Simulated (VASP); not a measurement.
```yaml
crystal:
  lattice:
    - [0.00000, 2.74091, 2.74091]
    - [2.74091, 0.00000, 2.74091]
    - [2.74091, 2.74091, 0.00000]
  atoms:
    - { symbol: Al, position: [0.00000, 0.00000, 0.00000] }
    - { symbol: P, position: [0.25000, 0.25000, 0.25000] }
```

Computed with vdW-DF-cx, VASP's PBE PAW potentials (set 64) (plane waves; VASP). Run with 520 eV cut-off, 9×9×9 Γ-centred mesh, tetrahedra with Blöchl corrections, potentials Al P.

Problem. Estimate the energy per atom (σ→0).

Solution. 
```yaml
energy per atom (σ→0): -4.016 eV/atom
```

Only differences to runs with the same potentials and settings are physical.

The compound is AlP in the zinc blende structure. It was relaxed first.
